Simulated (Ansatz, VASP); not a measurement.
## Two plane-wave programs on HfIn4SiO6

INCAR

```
SYSTEM = HfIn4SiO6
  PREC = Accurate
  ENCUT = 520
  EDIFF = 1E-7
  ISMEAR = -1
  SIGMA = 0.05
  LREAL = .FALSE.
  LASPH = .TRUE.
  NELM = 80
  ALGO = Normal
  ISIF = 2
  LWAVE = .FALSE.
  LCHARG = .FALSE.
  GGA = PE
  LORBIT = 11
  KPAR = 4
```

The input KPOINTS:

```
regular mesh
0
G
  6 6 4
  0 0 0
```

The input POSCAR:

```
HfIn4SiO6
1.0
    2.7160300000     -4.7033200000      0.0044800000
    2.7160300000      4.7033200000      0.0044800000
   -1.8630900000      0.0000000000      7.4041500000
Hf In Si O
1 4 1 6
Direct
    0.2048000000      0.7952000000      0.0000000000
    0.3713900000      0.6286100000      0.5000000000
    0.5381200000      0.4618800000      0.0000000000
    0.0350000000      0.9650000000      0.5000000000
    0.7090700000      0.2909300000      0.5000000000
    0.8714600000      0.1285400000      0.0000000000
    0.1074100000      0.0691800000      0.8666700000
    0.9308200000      0.8925900000      0.1333300000
    0.8397500000      0.3782000000      0.8666900000
    0.6218000000      0.1602500000      0.1333100000
    0.1981300000      0.4689100000      0.1333800000
    0.5310900000      0.8018700000      0.8666200000
```

The input input.yaml:

```yaml
crystal:
  lattice:
    - [2.71603, -4.70332, 0.00448]
    - [2.71603, 4.70332, 0.00448]
    - [-1.86309, 0.0, 7.40415]
  atoms:
    - { symbol: Hf, position: [0.2048, 0.7952, 0.0] }
    - { symbol: In, position: [0.37139, 0.62861, 0.5] }
    - { symbol: In, position: [0.53812, 0.46188, 0.0] }
    - { symbol: In, position: [0.035, 0.965, 0.5] }
    - { symbol: In, position: [0.70907, 0.29093, 0.5] }
    - { symbol: Si, position: [0.87146, 0.12854, 0.0] }
    - { symbol: O, position: [0.10741, 0.06918, 0.86667] }
    - { symbol: O, position: [0.93082, 0.89259, 0.13333] }
    - { symbol: O, position: [0.83975, 0.3782, 0.86669] }
    - { symbol: O, position: [0.6218, 0.16025, 0.13331] }
    - { symbol: O, position: [0.19813, 0.46891, 0.13338] }
    - { symbol: O, position: [0.53109, 0.80187, 0.86662] }
hamiltonian:
  xc: pbe
  pseudopotentials: { kind: paw }
kpoints:
  mp_grid: { grid: [6, 6, 4] }
scf:
  occupations: { method: fermi_dirac, width: 0.05 }
output:
  forces: true
  stress: true
  eigenvalues: true
  write_density: true
  write_potential: true
  elf: true
  volumetric_format: npy
```

The cell was built by a generator and needn't be a form met in nature.

Alike in both runs: functional PBE; k mesh 6 × 6 × 4; occupations fermi-dirac, width 0.05 eV; no spin polarisation.

|  | VASP | Ansatz |
| --- | --- | --- |
| version | VASP 6.6.1 | Ansatz 0.2.0 |
| potentials or method | VASP PAW PBE potentials, release 64 (Hf_pv, In_d, Si, O) | Ansatz PAW |
| plane-wave cutoff (eV) | 520 | 420 |
| valence electrons in the cell | 102 | 118 |
| task | atomic charges | single point |

VASP gave:

- gap on the k mesh at the Fermi level (eV): none
- pressure (GPa): -0.4
- largest component of the traceless stress (GPa): 0.07
- rms of the force components (eV/Å): 0.052

Task: Estimate Ansatz's values.

Result: gap on the k mesh at the Fermi level (eV): none; pressure (GPa): 0.0; largest component of the traceless stress (GPa): 0.15; rms of the force components (eV/Å): 0.005.

Atom by atom the forces differ by 0.055 eV/Å (rms over components). A gap of «none» marks a metal or a gap that the smearing closes. The two sets of potentials don't hold the same shells in valence.

Caveats: the pressure holds a Pulay correction of +0.4 GPa for the finite cutoff (Ansatz). Spin-orbit coupling is left out, which matters for the levels of Hf.
